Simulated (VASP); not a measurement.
Consider the following.

```xyz
2
Lattice="1.7300 -2.9964 0.0000 1.7300 2.9964 0.0000 0.0000 0.0000 5.5200" Properties=species:S:1:pos:R:3 pbc="T T T"
Tl     1.7300     0.9988     1.3800
Tl     1.7300    -0.9988     4.1400
```

These are PBE GGA, VASP's PBE PAW potentials (set 64) (plane waves; VASP) values and carry that method's errors. Settings: 400 eV cut-off, 17×17×9 Γ-centred mesh, first-order Methfessel-Paxton smearing of 0.10 eV, potentials Tl_d.

Give the stress tensor in GPa (positive for a compressed cell).

```
3.06  0.00  0.00
0.00  3.06  0.00
0.00  0.00  3.14
```
The pressure is its mean diagonal, 3.09 GPa.

The compound is Tl in the hcp structure. The cell was not relaxed at this level. The run is one of a series of settings (KPOINTS 17×17×9 Γ-centred mesh against the base run), some of them coarse on purpose.
